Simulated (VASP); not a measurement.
Output of a VASP run:

File OSZICAR:
```
       N       E                     dE             d eps       ncg     rms          rms(c)
DAV:   1     0.102973350708E+03    0.10297E+03   -0.72754E+03  1868   0.146E+03
DAV:   2     0.266554028788E+00   -0.10271E+03   -0.10068E+03  1887   0.324E+02
DAV:   3    -0.416303354825E+01   -0.44296E+01   -0.43920E+01  2192   0.790E+01
DAV:   4    -0.426367108191E+01   -0.10064E+00   -0.10060E+00  2201   0.130E+01
DAV:   5    -0.426785550295E+01   -0.41844E-02   -0.41842E-02  2334   0.243E+00    0.585E-01
DAV:   6    -0.425515936855E+01    0.12696E-01   -0.18219E-02  2208   0.263E+00    0.278E-01
DAV:   7    -0.425168914620E+01    0.34702E-02   -0.73506E-03  2211   0.155E+00    0.836E-02
DAV:   8    -0.425140980857E+01    0.27934E-03   -0.33798E-04  2535   0.386E-01    0.940E-03
DAV:   9    -0.425140792401E+01    0.18846E-05   -0.97895E-06  2273   0.616E-02    0.383E-03
DAV:  10    -0.425140804418E+01   -0.12017E-06   -0.26363E-07  1173   0.547E-03
   1 F= -.42514080E+01 E0= -.42514431E+01  d E =-.425141E+01
       N       E                     dE             d eps       ncg     rms          rms(c)
DAV:   1    -0.425915181463E+01   -0.77439E-02   -0.22482E-01  2160   0.107E+01    0.455E-01
DAV:   2    -0.425241436320E+01    0.67375E-02   -0.13506E-02  2142   0.263E+00    0.157E-01
DAV:   3    -0.425150358558E+01    0.91078E-03   -0.36697E-03  2343   0.131E+00    0.127E-02
DAV:   4    -0.425150334903E+01    0.23655E-06   -0.44033E-05  1950   0.757E-02    0.714E-03
DAV:   5    -0.425150658973E+01   -0.32407E-05   -0.21696E-05  1922   0.423E-02    0.356E-03
DAV:   6    -0.425150591944E+01    0.67029E-06   -0.12645E-06  1449   0.222E-02
   2 F= -.42515059E+01 E0= -.42515235E+01  d E =-.978753E-04
```

OUTCAR:
```
------------------------ aborting loop because EDIFF is reached ----------------------------------------
  FORCE on cell =-STRESS in cart. coord.  units (eV):
  Direction    XX          YY          ZZ          XY          YZ          ZX
  --------------------------------------------------------------------------------------
  Total        0.0149845      0.0149845      0.0149845      0.0000000      0.0000000      0.0000000
  in kB        0.8272699      0.8272699      0.8272699      0.0000000      0.0000000      0.0000000
  external PRESSURE =       0.8272699 kB  Pullay stress =       0.0000000 kB
  volume of cell :       29.02
      direct lattice vectors                 reciprocal lattice vectors
    -0.000000000  2.439073408  2.439073408    -0.204995880  0.204995880  0.204995880
     2.439073408  0.000000000  2.439073408     0.204995880 -0.204995880  0.204995880
     2.439073408  2.439073408 -0.000000000     0.204995880  0.204995880 -0.204995880
 POSITION                                       TOTAL-FORCE (eV/Angst)
 -----------------------------------------------------------------------------------
      4.87815      4.87815      4.87815         0.000000      0.000000      0.000000
 -----------------------------------------------------------------------------------
    total drift:                                0.000000      0.000000      0.000000
  FREE ENERGIE OF THE ION-ELECTRON SYSTEM (eV)
  ---------------------------------------------------
  free  energy   TOTEN  =        -4.2515059194 eV

  energy  without entropy=       -4.2515586904  energy(sigma->0) =       -4.25152351

 reached required accuracy - stopping structural energy minimisation
```
(Selected blocks of OUTCAR.)

### POSCAR
```
Pb
1
    0.0000000000     2.4444870779     2.4444870779
    2.4444870779    -0.0000000000     2.4444870779
    2.4444870779     2.4444870779     0.0000000000
Pb
1
Direct
  0.0000000000   0.0000000000   0.0000000000
```

**Question.** Write an INCAR and KPOINTS that could have produced this output.

**Answer.** This is not unique; one that fits is the input of the run itself, LDA (Ceperley-Alder, Perdew-Zunger), plane waves, VASP's LDA PAW potentials (set 64).

**INCAR**
```
SYSTEM = Pb
PREC = Accurate
ENCUT = 500
EDIFF = 1E-6
NELM = 100
ALGO = Normal
LREAL = .FALSE.
LASPH = .TRUE.
ISMEAR = 1
SIGMA = 0.1
LMAXMIX = 4
LWAVE = .FALSE.
LCHARG = .FALSE.
IBRION = 2
ISIF = 3
NSW = 40
EDIFFG = -0.02
```

**KPOINTS**
```
Automatic mesh
0
Gamma
13 13 13
0 0 0
```

POTCAR, in this order: Pb_d (LDA.64 set). Program: vasp_std.

The compound is Pb in the fcc structure. This run relaxes it. Symmetry was kept, so distortions that lower it aren't found.
